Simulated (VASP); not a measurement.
All values below come from PBE GGA, VASP's PBE PAW potentials (set 64) (plane waves; VASP).

VASP input:

File POSCAR:
```
BN
1
    2.6253830000     0.0000000000     0.0000000000
   -1.3126920000     2.2736490000     0.0000000000
    0.0000000000     0.0000000000    12.8826470000
B N
6 6
Direct
  0.0000000000   0.0000000000   0.0000000000
  0.0000000000   0.0000000000   0.5000000000
  0.6666670000   0.3333330000   0.8332500000
  0.3333330000   0.6666670000   0.3332500000
  0.6666670000   0.3333330000   0.1665000000
  0.3333330000   0.6666670000   0.6665000000
  0.0000000000   0.0000000000   0.8746000000
  0.0000000000   0.0000000000   0.3746000000
  0.6666670000   0.3333330000   0.7078500000
  0.3333330000   0.6666670000   0.2078500000
  0.6666670000   0.3333330000   0.0415000000
  0.3333330000   0.6666670000   0.5415000000
```

**KPOINTS**
```
Automatic mesh
0
Gamma
7 7 2
0 0 0
```

INCAR:
```
NELM = 100   # most electronic steps
GGA = PE   # PBE
ALGO = Normal   # blocked Davidson
ISYM = 0
LASPH = .TRUE.   # aspherical one-centre terms
LWAVE = .FALSE.
SYSTEM = BN
ISIF = 2   # forces and stress, cell fixed
LREAL = .FALSE.   # projection in real space or not
LCHARG = .FALSE.
PREC = Accurate
EDIFF = 1E-6
ENCUT = 400   # plane-wave cut-off (eV)
SIGMA = 0.1
ISMEAR = -1
```

POTCAR, in this order: B N (PBE.64 set). Program: vasp_std.

What VASP printed:

### OUTCAR
```
 ion  position               nearest neighbor table
   1  0.000  0.000  0.000-  11 1.61  11 1.61  11 1.61   7 1.62
   2  0.000  0.000  0.500-  12 1.61  12 1.61  12 1.61   8 1.62
   3  0.667  0.333  0.833-   7 1.61   7 1.61   7 1.61   9 1.62
   4  0.333  0.667  0.333-   8 1.61   8 1.61   8 1.61  10 1.62
   5  0.667  0.333  0.166-  10 1.61  10 1.61  10 1.61  11 1.61
   6  0.333  0.667  0.666-   9 1.61   9 1.61   9 1.61  12 1.61
   7  0.000  0.000  0.875-   3 1.61   3 1.61   3 1.61   1 1.62
   8  0.000  0.000  0.375-   4 1.61   4 1.61   4 1.61   2 1.62
   9  0.667  0.333  0.708-   6 1.61   6 1.61   6 1.61   3 1.62
  10  0.333  0.667  0.208-   5 1.61   5 1.61   5 1.61   4 1.62
  11  0.667  0.333  0.041-   1 1.61   1 1.61   1 1.61   5 1.61
  12  0.333  0.667  0.541-   2 1.61   2 1.61   2 1.61   6 1.61
 Subroutine IBZKPT returns following result:
 Found     50 irreducible k-points:

 Following reciprocal coordinates:
            Coordinates               Weight
  0.000000  0.000000  0.000000      1.000000
  0.142857  0.000000  0.000000      2.000000
  0.000000  0.142857  0.000000      2.000000
 -0.142857  0.142857  0.000000      2.000000
  0.285714 -0.000000  0.000000      2.000000
  0.000000  0.285714  0.000000      2.000000
 -0.285714  0.285714  0.000000      2.000000
  0.428571 -0.000000  0.000000      2.000000
  0.000000  0.428571  0.000000      2.000000
 -0.428571  0.428571  0.000000      2.000000
  0.142857  0.142857  0.000000      2.000000
 -0.142857  0.285714  0.000000      2.000000
 -0.285714  0.142857  0.000000      2.000000
  0.285714  0.142857  0.000000      2.000000
 -0.142857  0.428571  0.000000      2.000000
 -0.428571  0.285714  0.000000      2.000000
 -0.285714  0.428571  0.000000      2.000000
  0.142857  0.285714  0.000000      2.000000
  0.428571 -0.142857  0.000000      2.000000
  0.428571  0.142857  0.000000      2.000000
 -0.142857 -0.428571  0.000000      2.000000
  0.428571  0.428571  0.000000      2.000000
  0.285714  0.285714  0.000000      2.000000
 -0.285714 -0.428571  0.000000      2.000000
  0.428571  0.285714  0.000000      2.000000
  0.000000  0.000000  0.500000      1.000000
  0.142857  0.000000  0.500000      2.000000
  0.000000  0.142857  0.500000      2.000000
 -0.142857  0.142857  0.500000      2.000000
  0.285714 -0.000000  0.500000      2.000000
  0.000000  0.285714  0.500000      2.000000
 -0.285714  0.285714  0.500000      2.000000
  0.428571 -0.000000  0.500000      2.000000
  0.000000  0.428571  0.500000      2.000000
 -0.428571  0.428571  0.500000      2.000000
  0.142857  0.142857  0.500000      2.000000
 -0.142857  0.285714  0.500000      2.000000
 -0.285714  0.142857  0.500000      2.000000
  0.285714  0.142857  0.500000      2.000000
 -0.142857  0.428571  0.500000      2.000000
   k-points           NKPTS =     50   k-points in BZ     NKDIM =     50   number of bands    NBANDS=     31
   number of dos      NEDOS =    301   number of ions     NIONS =     12
   total plane-waves  NPLWV =  27216
   dimension x,y,z NGX =    18 NGY =   18 NGZ =   84
   dimension x,y,z NGXF=    36 NGYF=   36 NGZF=  168
   ions per type =               6   6
   PREC   = accura    normal or accurate (medium, high low for compatibility)
   ISTART =      0    job   : 0-new  1-cont  2-samecut
   ICHARG =      2    charge: 1-file 2-atom 10-const
   ISPIN  =      1    spin polarized calculation?
   LNONCOLLINEAR =      F non collinear calculations
   LSORBIT =      F    spin-orbit coupling
   INIWAV =      1    electr: 0-lowe 1-rand  2-diag
   ENCUT  =  400.0 eV  29.40 Ry    5.42 a.u.   4.28  4.28 21.01*2*pi/ulx,y,z
   NELM   =    100;   NELMIN=  2; NELMDL= -5     # of ELM steps
   EDIFF  = 0.1E-05   stopping-criterion for ELM
   LREAL  =      F    real-space projection
...
```

File OSZICAR:
```
       N       E                     dE             d eps       ncg     rms          rms(c)
DAV:   1     0.155097911334E+03    0.15510E+03   -0.22140E+04  3100   0.123E+03
DAV:   2    -0.100614304732E+03   -0.25571E+03   -0.24485E+03  4067   0.269E+02
DAV:   3    -0.109185651927E+03   -0.85713E+01   -0.85410E+01  3800   0.547E+01
DAV:   4    -0.109280174776E+03   -0.94523E-01   -0.94375E-01  3856   0.586E+00
DAV:   5    -0.109281758973E+03   -0.15842E-02   -0.15837E-02  3772   0.704E-01    0.153E+01
DAV:   6    -0.104586592018E+03    0.46952E+01   -0.17028E+01  3695   0.196E+01    0.738E+00
DAV:   7    -0.104312667113E+03    0.27392E+00   -0.58240E-01  3802   0.446E+00    0.459E+00
DAV:   8    -0.104246274078E+03    0.66393E-01   -0.24792E-01  3706   0.284E+00    0.539E-01
DAV:   9    -0.104240800827E+03    0.54733E-02   -0.10140E-02  3824   0.534E-01    0.169E-01
DAV:  10    -0.104241326613E+03   -0.52579E-03   -0.26444E-03  4049   0.271E-01    0.656E-02
DAV:  11    -0.104241309834E+03    0.16779E-04   -0.55797E-04  3793   0.113E-01    0.166E-02
DAV:  12    -0.104241317029E+03   -0.71958E-05   -0.39903E-05  3772   0.401E-02    0.569E-03
DAV:  13    -0.104241317844E+03   -0.81459E-06   -0.13901E-06  2593   0.815E-03
   1 F= -.10424132E+03 E0= -.10424132E+03  d E =-.201335E-09
```

OUTCAR:
```
------------------------ aborting loop because EDIFF is reached ----------------------------------------
  FORCE on cell =-STRESS in cart. coord.  units (eV):
  Direction    XX          YY          ZZ          XY          YZ          ZX
  --------------------------------------------------------------------------------------
  Total      -14.4164795    -14.4165863    -13.3714782      0.0000289      0.0000008     -0.0000010
  in kB     -300.3645020   -300.3667283   -278.5921068      0.0006014      0.0000174     -0.0000211
  external PRESSURE =    -293.1077790 kB  Pullay stress =       0.0000000 kB
  volume of cell :       76.90
      direct lattice vectors                 reciprocal lattice vectors
     2.625383000  0.000000000  0.000000000     0.380896806  0.219910897  0.000000000
    -1.312692000  2.273649000  0.000000000     0.000000000  0.439821626  0.000000000
     0.000000000  0.000000000 12.882647000     0.000000000  0.000000000  0.077623799
  FREE ENERGIE OF THE ION-ELECTRON SYSTEM (eV)
  ---------------------------------------------------
  free  energy   TOTEN  =      -104.2413178441 eV

  energy  without entropy=     -104.2413178439  energy(sigma->0) =     -104.24131784
```
(Selected blocks of OUTCAR.)

File OUTCAR:
```
 val. band max:        6.4575706845   @ k =   0.0000   0.0000   0.0000

 cond. band min:      11.6859022995   @ k =   0.4286  -0.0000   0.0000


 Fermi energy:         8.5200137523

 k-point     1 :       0.0000    0.0000    0.0000
  band No.  band energies     occupation
      1     -12.9133      2.00000
      2     -12.3082      2.00000
      3     -12.2690      2.00000
      4     -10.5740      2.00000
      5     -10.5655      2.00000
      6      -9.0740      2.00000
      7      -3.5411      2.00000
      8      -0.9846      2.00000
      9      -0.9412      2.00000
     10       3.5913      2.00000
     11       3.6103      2.00000
     12       4.6079      2.00000
     13       4.6079      2.00000
     14       4.9394      2.00000
     15       4.9394      2.00000
     16       5.0361      2.00000
     17       5.0361      2.00000
     18       5.8582      2.00000
     19       5.8582      2.00000
     20       5.9228      2.00000
     21       5.9229      2.00000
     22       6.4436      2.00000
     23       6.4576      2.00000
     24       6.4576      2.00000
     25      14.7512      0.00000
     26      14.7513      0.00000
     27      14.8599      0.00000
     28      14.9092      0.00000
     29      15.0765      0.00000
     30      15.3284      0.00000
     31      15.4140      0.00000

 k-point     2 :       0.1429    0.0000    0.0000
  band No.  band energies     occupation
      1     -12.5030      2.00000
      2     -11.9089      2.00000
      3     -11.8686      2.00000
      4     -10.2140      2.00000
      5     -10.2055      2.00000
      6      -8.7779      2.00000
      7      -3.1303      2.00000
      8      -0.7387      2.00000
      9      -0.6911      2.00000
     10       2.8679      2.00000
     11       3.0493      2.00000
     12       3.1352      2.00000
     13       3.6181      2.00000
     14       3.6466      2.00000
     15       3.8958      2.00000
     16       4.3202      2.00000
     17       4.3774      2.00000
...
```

At this cut-off the stress carries a Pulay error, which pulls relaxed volumes low.

The structure was generated: BN was put into an ordered model structure, which need not be its known phase. The cell was not relaxed at this level. The run is one of a series of settings (ISYM = 0 against the base run), some of them coarse on purpose.
